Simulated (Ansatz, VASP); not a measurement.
## Hf (Hafnium) in two plane-wave programs

Wanted: the spread between two codes on one cell, functional and k mesh. The cell is taken from a series of runs on this material, whose earlier steps may have relaxed, scaled, displaced or heated it; both programs get it as it stands.

Calculated with Ansatz 0.2.0; plane waves, with VASP 6.6.1 beside it; zone-centre phonons at PBEsol.

**1. Set-up**

Symmetry: P6_3/mmc, No. 194, hexagonal system. The conventional cell has a = 3.152 Å, b = 3.152 Å, c = 5.045 Å, α = 90.00°, β = 90.00°, γ = 120.00°. Hf has 12 Hf at 3.11 to 3.15 Å nearest.

**2. Ansatz: zone-centre phonons, PBEsol**

Ansatz runs on its PAW soft_1 files.

Second derivatives magnify differences that forces hide, and they need a tight electronic threshold.

Input file input.yaml:

```yaml
crystal:
  lattice:
    - [3.1518355567, 0.0, 0.0]
    - [-1.5759177784, 2.7295696607, 0.0]
    - [0.0, 0.0, 5.0453336861]
  atoms:
    - { symbol: Hf, position: [0.333333337, 0.666666663, 0.25] }
    - { symbol: Hf, position: [0.666666663, 0.333333337, 0.75] }
kpoints:
  mp_grid: { grid: [15, 15, 8] }
hamiltonian:
  xc: pbesol
  pseudopotentials: { kind: paw, azcp: { folder: soft_1 }, xc_functional: pbe }
scf:
  occupations: { method: methfessel_paxton, width: 0.2 }
output:
  eigenvalues: true
phonons:
  method: dfpt
```

Run with:

```
$ ansatz run input.yaml --threads 4 --pin off --max-ram 10240MiB --backend cpu --events-out ev --progress --plain --runs-dir out
```

Numbers of over 12 decimals in the logs are rounded to 6 here.

Output:

```text
zone centre: on kpoints.mp_grid the ground state, and the responses unless they are solved on pairs of k-points, stand on 320 of the mesh's 1800 k-points, reduced under 4 symmetry operations, with k and −k counted as one. Each operation leaves every solved displacement unchanged or reverses it
Engine: ansatz 0.2.0, x86_64-unknown-linux-gnu
Pseudopotentials: kind: paw
Pseudopotential: Hf, paw, valence charge 26, recommended cutoff 420 eV (normal), soft_1/Hf.paw.azcp
Functional definition: PBEsol
  exchange = pbesol_x
  correlation = pbesol_c
Crystal: 2 atoms, lattice volume = 43.406 Å³
Basis set: ecut = 420 eV, 845 PW (Γ), exchange–correlation on 48×48×72 points (8 copies of the dense FFT grid, shifted against one another)
Bands: 32, of which v1, the nominal top of the filled ones, is band 26 counted from 1 (25 counted from 0)
Symmetry: 24 space group operations
k-points: 320 of 1800 (irreducible under 4 space group operations, time reversal used)
Non-local potential: Hf, projectors of the file, l = 0: 3, l = 1: 2, l = 2: 2, l = 3: 3
PAW form: soft (Blöchl's): semilocal exchange-correlation on the pseudo side does not see the compensation charge
PAW frozen core: Hf, regenerated for the run's functional, and the local potential with it (the file was generated under x = pbe(κ = 0.804, μ = 0.219515), c = pbe(β = 0.066725))
PAW one-centre angular grid: Hf, 590 points (default); XC on 64 Gauss nodes
Initial density: superposition of atomic densities (chi_scale 0.1, normalization cell)
Initial wavefunctions: pseudopotential atomic-orbital guess
Functional: x = pbesol(κ = 0.804, μ = 0.123457), c = pbesol(β = 0.046)
SCF iter   1: F=—  HF=-31197.852106 eV  |F-HF|=—  |Δ(HF+E_count)|=         —  Δρ=3.61e-2  dr2=6.77e-1  ethr=3.10e-3  ⟨swp⟩=4.9  Hψ=34684  notcnv=0
preconditioner: auto → Kerker (q_TF=auto, 2.812 Å⁻¹)  [metal: Δε(μ)=0.016 eV  Ē_g=16.889 eV  σ=0.200 eV  W_gap=0.07  n_scr=22 (ndim 8)  ℏωp=39.0 eV  f_vac=0.000  D(μ)=1.30/eV (n_scr^D=8)]
SCF iter   2: F=—  HF=-31197.703759 eV  |F-HF|=—  |Δ(HF+E_count)|=   1.48e-1  S|Δr|=    0.00e0  Δρ=2.27e-2  dr2=2.63e-1  ethr=1.30e-3  ⟨swp⟩=3.0  Hψ=20065  notcnv=0  defer=123
SCF iter   3: F=—  HF=-31197.649263 eV  |F-HF|=—  |Δ(HF+E_count)|=   5.45e-2  S|Δr|=    0.00e0  Δρ=9.60e-3  dr2=4.72e-2  ethr=5.07e-4  ⟨swp⟩=2.0  Hψ=15952  notcnv=0  defer=121
SCF iter   4: F=—  HF=-31197.601021 eV  |F-HF|=—  |Δ(HF+E_count)|=   4.82e-2  S|Δr|=    0.00e0  Δρ=3.06e-3  dr2=1.98e-3  ethr=9.09e-5  ⟨swp⟩=2.0  Hψ=18451  notcnv=0  defer=121
SCF iter   5: F=—  HF=-31197.602154 eV  |F-HF|=—  |Δ(HF+E_count)|=   1.13e-3  S|Δr|=    0.00e0  Δρ=6.68e-4  dr2=1.85e-4  ethr=3.80e-6  ⟨swp⟩=2.2  Hψ=14772  notcnv=0  defer=121
SCF iter   6: F=—  HF=-31197.602320 eV  |F-HF|=—  |Δ(HF+E_count)|=   1.66e-4  S|Δr|=    0.00e0  Δρ=1.38e-4  dr2=6.30e-6  ethr=3.56e-7  ⟨swp⟩=2.0  Hψ=18460  notcnv=0  defer=121
SCF iter   7: F=—  HF=-31197.602335 eV  |F-HF|=—  |Δ(HF+E_count)|=   1.46e-5  S|Δr|=    0.00e0  Δρ=3.15e-5  dr2=4.16e-7  ethr=1.21e-8  ⟨swp⟩=2.3  Hψ=18645  notcnv=0  defer=121
SCF iter   8: F=—  HF=-31197.602332 eV  |F-HF|=—  |Δ(HF+E_count)|=   3.03e-6  S|Δr|=    0.00e0  Δρ=6.05e-6  dr2=1.60e-8  ethr=8.01e-10  ⟨swp⟩=2.3  Hψ=14738  notcnv=0  defer=140
SCF iter   9: F=—  HF=-31197.602332 eV  |F-HF|=—  |Δ(HF+E_count)|=   4.11e-9  S|Δr|=    0.00e0  Δρ=1.14e-6  dr2=4.37e-10  ethr=3.09e-11  ⟨swp⟩=2.5  Hψ=18347  notcnv=1  defer=140
SCF iter  10: F=—  HF=-31197.602332 eV  |F-HF|=—  |Δ(HF+E_count)|=   1.14e-9  S|Δr|=    0.00e0  Δρ=2.27e-7  dr2=1.74e-11  ethr=1.00e-12  ⟨swp⟩=2.7  Hψ=18317  notcnv=0  defer=140
SCF iter  11: F=-31197.602332 eV  HF=-31197.602332 eV  |F-HF|=0.00e0  |Δ(HF+E_count)|=  2.91e-11  S|Δr|=    0.00e0  Δρ=5.70e-8  dr2=7.23e-13  ethr=1.00e-12  ⟨swp⟩=4.4  Hψ=86047  notcnv=0
SCF 1 converged in 11 iterations: F = -31197.602332 eV  dr2 = 7.23e-13
  Residual-converged pass: ⟨swp⟩=1.2  Hψ=11991  notcnv=0  max |occ|·‖R‖ = 7.1e-9 eV (tolerance 1.0e-8 eV)  dr2=7.23e-13  dr2_onsite=8.02e-13  max |Δocc| = 3.2e-13
  greatest PAW one-centre occupation: 0.998 electrons in one spin orbital (limit 2), on the Hf atom at site 1 (counted from 0), in its partial waves of l = 0
DFPT response loops at Γ: preconditioner auto → Kerker (q_TF=auto, 2.812 Å⁻¹) (partly filled bands, converged f_vac=0.000); β = 1.00, the filter's whole step (`scf.mixing.beta` (0.50) is not read by the response loops under this deck's `scf.mixing.preconditioner`; to damp them name `kerker` or `kerker_dos`, under which they read `scf.mixing.beta`, and type it under 1.00, their step now; both keys bind the ground state too); Broyden in place of MSR1
SCF converged after 11 iterations
Stability not checked: this state was not tested for a lower state beside it, because cold or Methfessel-Paxton smearing, or corrected tetrahedra, fill the levels in a way that the test cannot read (fill_not_monotonic; see scf.lower_state_search)
Free energy (F): -31197.602332 eV
Harris-Foulkes:  -31197.602332 eV  (|F-HF|=0.00e0)
Internal energy: -31197.606099 eV  (E = F + TS)
E sigma→0 (E₀):  -31197.603273 eV
Entropy (-TS):   0.003768 eV (1.884 meV/atom)
Fermi energy:    18.624805 eV
Step filling:    the computed levels leave a gap of 0.0000 eV = 0.0 smearing widths at the electron count; against every level under it full and every level over it empty, smearing changes F+E_penalty+E_count by +0.273 meV and its σ→0 estimate by -0.669 meV
--- Per-component energies (eV) ---
  E_band       = 9.643636
  E_kinetic    = 820.494655
  E_local      = -12473.306526  (includes V_loc(G=0)·N_el)
  E_nonlocal   = 129.179191
  E_hartree    = 6082.574432
  E_xc         = -529.783076
  E_vxc        = -509.895388  (∫ρ·V_xc dr)
  E_paw        = -15150.963483  (= ΣΔE_a)
  E_vpaw       = -121.977353  (= ΣTr[D̂ρ^β])
  E_aug_tail   = 0.000194  (compensation charges beyond the density's cutoff)
  E_ewald      = -10078.303599
  E_core_change = 2.502112  (= ΣΔE_core)
  E_smearing   = 0.003768  (= −TS)
  E_closure    = 0.000000  (closes the sum)
  Σ components = -31197.602332   (vs F -31197.602332, Δ=0.00e0)
--- Band table (eV; the first three rows and the last of 320) ---
  k-point 0: bands = [... 22 lower, 11.1238, 14.7701, 19.2900, 19.8038, 19.8038, 19.9523, 20.6269, 20.6269, ... 2 higher]
  k-point 1: bands = [... 22 lower, 11.2706, 14.6990, 19.0801, 19.7279, 19.7279, 19.8279, 20.5112, 20.5112, ... 2 higher]
  k-point 2: bands = [... 22 lower, 11.6947, 14.4284, 18.6977, 19.4963, 19.6170, 19.6170, 20.2380, 20.2380, ... 2 higher]
  k-point 319: bands = [... 22 lower, 15.6589, 15.6589, 17.8260, 17.8260, 18.5989, 18.5989, 20.8656, 20.8656, ... 2 higher]
--- Phonons (Γ-DFPT): 2 representative perturbations + reference, on 320 of 1800 k-points (Σ response iterations 6) ---
  k mesh reduced under 4 symmetry operations, with k and −k counted as one. Each operation leaves every solved displacement unchanged or reverses it
  ASR residual: 3.316e-5 → 0.000e0 eV/Å²; symmetrization residual: 1.278e-9 eV/Å²
  ASR residual per site (eV/Å²): 3.32e-5 3.32e-5
  Γ frequencies (cm⁻¹): 0.00 0.00 0.00 77.30 77.30 98.67
  non-analytic LO–TO correction: not included (Born effective charges unavailable; polar crystals: no LO–TO splitting at Γ)
```

The column dr2 measures how far the density is from self-consistency, as an energy; F and HF (Harris–Foulkes) agree once it is small.

**3. VASP: zone-centre phonons, PBEsol**

The same cell, functional, mesh and smearing now go to VASP, with its own data sets.

Lines of VASP's logs that name or quote its potential files are left out, and so is its time.

Input file INCAR:

```
SYSTEM = Hf
PREC = Accurate
ENCUT = 500
EDIFF = 1E-08
NELM = 120
ISMEAR = 1
SIGMA = 0.2
LREAL = .FALSE.
ALGO = Normal
GGA = PS
NBANDS = 16
LASPH = .TRUE.
LORBIT = 11
LWAVE = .FALSE.
LCHARG = .FALSE.
ISIF = 2
IBRION = 8
GGA_COMPAT = .FALSE.
KPAR = 2
```

Input file POSCAR:

```
Hf
1.0
    3.1518355567      0.0000000000      0.0000000000
   -1.5759177784      2.7295696607      0.0000000000
    0.0000000000      0.0000000000      5.0453336861
Hf
2
Direct
    0.3333333223      0.6666666557      0.2500000000
    0.6666666557      0.3333333223      0.7500000000
```

Input file KPOINTS:

```
Automatic mesh
0
Gamma
15 15 8
0 0 0
```

The projector-augmented-wave data sets are Hf_pv (PBE family, release 64).

Run with:

```
$ mpirun -np 2 vasp_std
```

Output:

```text
[banner, memory and clock lines left out]
running    2 mpi-ranks, on    1 nodes
 distrk:  each k-point on    1 cores,    2 groups
 distr:  one band on    1 cores,    1 groups

 POSCAR found type information on POSCAR Hf
 POSCAR found :  1 types and       2 ions
|                                                                             |
|               ----> ADVICE to this user running VASP <----                  |
|                                                                             |
|     You enforced a specific xc type in the INCAR file but a different       |
|     [... a line on the potential file left out ...]
|     I HOPE YOU KNOW WHAT YOU ARE DOING!                                     |
|                                                                             |

 LDA part: xc-table for (Slater+PW92), standard interpolation
 POSCAR, INCAR and KPOINTS ok, starting setup
 FFT: planning ... GRIDC
 FFT: planning ... GRID_SOFT
 FFT: planning ... GRID
 WAVECAR not read
 entering main loop
       N       E                     dE             d eps       ncg     rms          rms(c)
DAV:   1     0.453440747070E+02    0.45344E+02   -0.11306E+04  4336   0.116E+03
DAV:   2    -0.202260927926E+02   -0.65570E+02   -0.64120E+02  5776   0.247E+02
DAV:   3    -0.217510059414E+02   -0.15249E+01   -0.15195E+01  5752   0.262E+01
DAV:   4    -0.217624216339E+02   -0.11416E-01   -0.11413E-01  5288   0.277E+00
DAV:   5    -0.217625623228E+02   -0.14069E-03   -0.14068E-03  5752   0.254E-01    0.668E+01
DAV:   6    -0.212081669620E+02    0.55440E+00   -0.50119E-01  5216   0.471E+00    0.395E+01
DAV:   7    -0.210126795525E+02    0.19549E+00   -0.83110E-01  5288   0.583E+00    0.187E+00
DAV:   8    -0.210024313228E+02    0.10248E-01   -0.52400E-02  5000   0.158E+00    0.357E-01
DAV:   9    -0.210025331576E+02   -0.10183E-03   -0.11116E-03  5984   0.245E-01    0.193E-01
DAV:  10    -0.210025237736E+02    0.93840E-05   -0.43454E-05  5056   0.477E-02    0.194E-01
DAV:  11    -0.210025252081E+02   -0.14345E-05   -0.42876E-06  5896   0.149E-02    0.117E-02
DAV:  12    -0.210025252612E+02   -0.53056E-07   -0.37423E-07  5040   0.421E-03    0.355E-03
DAV:  13    -0.210025252071E+02    0.54068E-07   -0.98905E-09  4088   0.780E-04    0.161E-03
DAV:  14    -0.210025251845E+02    0.22583E-07   -0.99341E-10  2984   0.260E-04    0.214E-04
DAV:  15    -0.210025251826E+02    0.19465E-08   -0.15143E-10  2928   0.100E-04
   1 F= -.21002525E+02 E0= -.21003754E+02  d E =0.368728E-02
 Linear response reoptimize wavefunctions to high precision
DAV:   1    -0.210025251822E+02    0.42246E-09   -0.32135E-11  2840   0.460E-05
DAV:   2    -0.210025251822E+02   -0.28649E-10   -0.77217E-12  2688   0.207E-05
 Linear response DOF=           2
 Linear response progress:
  Degree of freedom:   1/  2
       N       E                     dE             d eps       ncg     rms          rms(c)
RMM:   1    -0.200979437063E+00   -0.20098E+00    0.45941E+00 18617   0.120E+01
RMM:   2    -0.206520563029E+00   -0.55411E-02   -0.38218E-02 27730   0.122E+00    0.565E-01
RMM:   3    -0.205660665431E+00    0.85990E-03   -0.44539E-03 34836   0.268E-01    0.123E-01
RMM:   4    -0.205279620731E+00    0.38104E-03   -0.49709E-04 41197   0.922E-02    0.183E-01
RMM:   5    -0.204824733216E+00    0.45489E-03   -0.10448E-04 38168   0.429E-02    0.188E-02
RMM:   6    -0.204744504330E+00    0.80229E-04   -0.95933E-05 42884   0.152E-02    0.293E-02
RMM:   7    -0.204746980901E+00   -0.24766E-05   -0.53535E-05 37901   0.711E-03    0.377E-02
RMM:   8    -0.204738325406E+00    0.86555E-05   -0.90823E-06 39349   0.298E-03    0.108E-02
RMM:   9    -0.204737133757E+00    0.11916E-05   -0.13252E-05 41856   0.108E-03    0.294E-03
RMM:  10    -0.204737571304E+00   -0.43755E-06   -0.70974E-06 41456   0.335E-04    0.313E-04
RMM:  11    -0.204737794200E+00   -0.22290E-06   -0.39788E-06 40937   0.172E-04    0.611E-04
RMM:  12    -0.204737806664E+00   -0.12464E-07   -0.20000E-06 41458   0.908E-05    0.323E-05
RMM:  13    -0.204737849846E+00   -0.43181E-07   -0.99791E-07 41158   0.586E-05    0.862E-05
RMM:  14    -0.204737868794E+00   -0.18949E-07   -0.51502E-07 40765   0.449E-05    0.130E-05
RMM:  15    -0.204737877302E+00   -0.85074E-08   -0.26627E-07 37250   0.387E-05    0.947E-06
RMM:  16    -0.204737884449E+00   -0.71472E-08   -0.14208E-07 34374   0.357E-05    0.973E-06
RMM:  17    -0.204737885361E+00   -0.91163E-09   -0.72181E-08 29568   0.338E-05    0.793E-07
 first order change of Fermi-energy  -0.36291E-05
 force on displaced ion       1 direction 1 :  -1.975  -0.000   0.000
 Linear response progress:
  Degree of freedom:   2/  2
       N       E                     dE             d eps       ncg     rms          rms(c)
RMM:   1    -0.244124061957E+00   -0.24412E+00    0.48344E+00  6449   0.124E+01
RMM:   2    -0.254481900599E+00   -0.10358E-01   -0.44545E-02  9574   0.126E+00    0.721E-01
RMM:   3    -0.253625435679E+00    0.85646E-03   -0.34424E-03 11167   0.286E-01    0.196E-01
RMM:   4    -0.253433472679E+00    0.19196E-03   -0.50977E-04 13346   0.996E-02    0.201E-01
RMM:   5    -0.253145147003E+00    0.28833E-03    0.56049E-06 12977   0.425E-02    0.516E-02
RMM:   6    -0.253020862520E+00    0.12428E-03    0.82186E-05 11690   0.206E-02    0.454E-02
RMM:   7    -0.253043359721E+00   -0.22497E-04   -0.48034E-06 12612   0.618E-03    0.206E-02
RMM:   8    -0.253047871439E+00   -0.45117E-05    0.20419E-05 13236   0.320E-03    0.418E-03
RMM:   9    -0.253039184866E+00    0.86866E-05    0.81395E-08 13277   0.180E-03    0.229E-03
RMM:  10    -0.253038476101E+00    0.70876E-06    0.93932E-07 13367   0.520E-04    0.578E-04
RMM:  11    -0.253038393676E+00    0.82425E-07    0.11214E-06 13660   0.219E-04    0.132E-04
RMM:  12    -0.253038687609E+00   -0.29393E-06   -0.21184E-06 14083   0.846E-05    0.747E-05
RMM:  13    -0.253038662039E+00    0.25570E-07   -0.16113E-06 13448   0.488E-05    0.177E-05
RMM:  14    -0.253038791117E+00   -0.12908E-06   -0.27861E-06 13388   0.336E-05    0.114E-05
RMM:  15    -0.253038831020E+00   -0.39904E-07   -0.28834E-06 11780   0.268E-05    0.311E-06
RMM:  16    -0.253038848789E+00   -0.17769E-07   -0.32598E-06  9992   0.239E-05    0.480E-07
RMM:  17    -0.253038914421E+00   -0.65632E-07   -0.36790E-06  8447   0.224E-05    0.571E-07
RMM:  18    -0.253038944991E+00   -0.30570E-07   -0.40749E-06  7802   0.219E-05    0.379E-07
RMM:  19    -0.253038925591E+00    0.19400E-07   -0.37696E-06  7250   0.215E-05    0.378E-07
RMM:  20    -0.253038923460E+00    0.21318E-08   -0.38585E-06  6738   0.213E-05    0.409E-07
RMM:  21    -0.253038920432E+00    0.30277E-08   -0.35836E-06  6361   0.213E-05    0.385E-07
 first order change of Fermi-energy  -0.15843E-03
 force on displaced ion       1 direction 3 :  -0.000   0.000  -3.067
 Linear response finished
```

(Continued in part 2 of 2.)

[Lines on the potential files, build, host, timing and source positions are cut from VASP's logs without a mark.]

[Logs are printed without paths, hosts, clocks, repeated set-up lines and the standing remarks that a program may print on its own settings, such as how far it seeks lower states.]

[Hosts, paths, dates, database ids (printed as entryN), source tags and the programs' standing remarks are cut or masked in the printed files.]
